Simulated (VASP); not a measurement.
Consider the following.

```yaml
crystal:
  lattice:
    - [0.00000, 3.14874, 3.14874]
    - [3.14874, 0.00000, 3.14874]
    - [3.14874, 3.14874, 0.00000]
  atoms:
    - { symbol: Ba, position: [0.00000, 0.00000, 0.00000] }
    - { symbol: F, position: [0.25000, 0.25000, 0.25000] }
    - { symbol: F, position: [0.75000, 0.75000, 0.75000] }
```

These are PBEsol GGA, VASP's PBE PAW potentials (set 64) (plane waves; VASP 6.6.1) values and carry that method's errors. Run with 520 eV cut-off, 6×6×6 Γ-centred mesh, Gaussian smearing of 0.050 eV, potentials Ba_sv F.

Q: The job: BaF₂ (fluorite), 3 atoms, PBEsol, static run, 520 eV, 6×6×6 Γ-centred mesh. Roughly how much core time does it take on a busy server core?

A: About 20 core-seconds (one run on a shared machine, a rough figure). It had 16 irreducible k-points, 16 bands, up to 1694 plane waves and 15 electronic steps.

The compound is BaF2 in the fluorite structure. This cell is one point of a volume scan, at 1.06 of the reference volume.
